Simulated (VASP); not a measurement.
**NbSiO4: single point with r2SCAN**

The system is NbSiO4.

```
CELL_PARAMETERS angstrom
3.23220 -3.28460 0.00000
3.23220 3.28460 0.00000
0.00000 0.00000 2.79345
ATOMIC_POSITIONS crystal
Nb 0.50000 0.50000 0.50000
Si 0.00000 0.00000 0.00000
O 0.18374 0.18374 0.50000
O 0.81626 0.81626 0.50000
O 0.27025 0.72975 0.00000
O 0.72975 0.27025 0.00000
```

The cell was built by a generator and needn't be a form met in nature.

```json
{
  "Program": "VASP 6.6.1",
  "Task": "single point",
  "Functional": "r2SCAN",
  "Potentials or basis": "VASP PAW PBE potentials, release 64 (Nb_sv, Si, O)",
  "Cutoff": "520 eV",
  "k mesh": "6 × 6 × 10",
  "Occupations": "gaussian, width 0.1 eV",
  "Spin": "no spin polarisation",
  "Further INCAR settings": "ALGO = Normal; EDIFF = 1e-06"
}
```

```json
{"Pressure": "-6.1 GPa", "Largest force": "0.210 eV/Å", "Band gap on the k mesh": "none (metal or under the smearing width)"}
```

Forces on the atoms (eV/Å):
```
Nb   0.000  0.000  0.000
Si   0.000  0.000  0.000
O   -0.199  0.000  0.000
O    0.199  0.000  0.000
O    0.000  0.210  0.000
O    0.000 -0.210  0.000
```

Stress tensor (GPa, compression positive):
```
-6.03  0.00  0.00
 0.00 -6.39  0.00
 0.00  0.00 -5.89
```

Levels at points of the mesh, in eV from the Fermi level:
```csv
k point,band 18,band 19,band 20,band 21,band 22,band 23,band 24
"(0.00, 0.00, 0.00)",-3.31,-3.23,-2.36,-1.91,2.00,2.04,4.33
"(0.50, 0.00, 0.00)",-3.72,-3.70,-2.94,-1.55,1.86,2.07,5.29
"(0.50, 0.50, 0.00)",-4.66,-4.24,-3.37,-1.65,2.07,2.67,3.30
"(0.00, 0.00, 0.50)",-4.96,-4.37,-3.33,1.01,1.55,4.04,4.29
"(0.50, 0.00, 0.50)",-4.27,-3.84,-3.79,0.06,1.03,4.02,5.34
"(0.50, 0.50, 0.50)",-4.02,-3.85,-2.92,0.00,1.04,3.90,5.39
```

Wall time 83 s on 4 MPI ranks on Intel(R) Xeon(R) Platinum 8559C (Emerald Rapids), with other jobs on the host, peak memory 0.24 GiB a rank.

Caveat: the PAW data sets were made with another functional, which shifts forces and pressure a little; an odd number of electrons without spin polarisation forces a metal; a magnetic or distorted state may lie lower.
